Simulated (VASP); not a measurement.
Consider the following.

```xyz
3
Lattice="1.8148 -3.1434 0.0000 1.8148 3.1434 0.0000 0.0000 0.0000 5.8256" Properties=species:S:1:pos:R:3 pbc="T T T"
Zr     0.0000     0.0000     0.0000
S      1.8148     1.0478     1.4534
S      1.8148    -1.0478     4.3722
```

All values below come from PBEsol GGA, VASP's PBE PAW potentials (set 64) (plane waves; VASP). Numerical set-up: 500 eV cut-off, 7×7×4 Γ-centred mesh, Gaussian smearing of 0.050 eV, potentials Zr_sv S.

Without a dispersion term in the relaxation, distances and binding between the weakly bound layers, chains or molecules are unreliable, and so is what depends on them.

Predict the energy per atom (σ→0).

```yaml
energy per atom (σ→0): -7.518 eV/atom
```

The compound is ZrS2 in the 1T layered structure. It was relaxed first.
